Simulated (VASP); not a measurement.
Data:

```
CELL_PARAMETERS angstrom
      6.16908     0.00000     0.00000
      0.00000     6.16908     0.00000
      0.00000     0.00000     6.16908
ATOMIC_POSITIONS crystal
  Cs 0.00000 0.00000 0.00000
  Sn 0.50000 0.50000 0.50000
  I  0.50000 0.00000 0.50000
  I  0.00000 0.50000 0.50000
  I  0.50000 0.50000 0.00000
```

Calculation: PBE GGA with D3 dispersion (zero damping), VASP's PBE PAW potentials (set 64) (plane waves; VASP). Run with 520 eV cut-off, 4×4×4 Γ-centred mesh, Gaussian smearing of 0.050 eV, potentials Cs_sv Sn_d I.

Unless said otherwise, spin-orbit coupling is left out, though it shifts the bands of the heavy elements here.

**Question.** Estimate the energy per atom (σ→0), band gap (on the k-mesh) with the smallest direct gap where there is one.

**Answer.** 
- band gap (on the k-mesh) = 0.22 eV
- smallest direct gap (on the k-mesh) = 0.22 eV
- energy per atom (σ→0) = -292.6 kJ/mol of atoms

The absolute energy has meaning only against runs of the same code, potentials and settings.

The compound is CsSnI3 in the cubic perovskite structure, the ideal cubic form; the compound distorts at low or room temperature. This cell is one point of a volume scan, at 0.97 of the reference volume.
